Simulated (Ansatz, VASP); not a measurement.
## One calculation of MgAl18, two programs

```xyz
19
Lattice="5.7276 0.0000 0.0000 4.2957 7.4403 0.0000 0.0000 0.0000 17.6765" Properties=species:S:1:pos:R:3 pbc="T T T"
Al    1.4319    0.8267    1.0000
Al    4.2957    0.8267    1.0000
Al    2.8638    3.3068    1.0000
Al    5.7276    3.3068    1.0000
Al    4.2957    5.7869    1.0000
Al    7.1595    5.7869    1.0000
Al   -0.0022    1.6494    3.3501
Al    2.8663    1.6505    3.3503
Al    1.4321    4.1346    3.3822
Al    4.2972    4.1307    3.3472
Al    2.8646    6.6137    3.3431
Al    5.7288    6.6147    3.3456
Al   -0.0092    0.0070    5.7009
Al    2.8719   -0.0067    5.7198
Al    1.4336    2.4007    5.6951
Al    4.2947    2.4795    5.7524
Al    2.9083    4.9940    5.6835
Al    5.6863    4.9975    5.6848
Mg    7.1730    4.0981    7.9929
```

Alike in both runs: functional PBE; k mesh 3 × 2 × 1; occupations fermi-dirac, width 0.15 eV; no spin polarisation.

Ansatz relaxed the structure, and its values are those at the end. VASP's run is a single point on that final structure, the one shown.

|  | VASP | Ansatz |
| --- | --- | --- |
| version | VASP 6.6.1 | Ansatz 0.2.0 |
| potentials or method | VASP PAW PBE potentials, release 64 (Al, Mg) | scalar-relativistic, plane waves, PAW |
| plane-wave cutoff (eV) | 520 | 420 |
| valence electrons in the cell | 56 | 64 |

|  | VASP | Ansatz | Ansatz less VASP |
| --- | --- | --- | --- |
| rms of the force components (eV/Å) | 0.010 | 0.010 | 0.0000 |

The two sets of potentials don't hold the same shells in valence.

Caveats: the k mesh is coarse (spacing up to 0.42 Å⁻¹), so the values aren't converged.
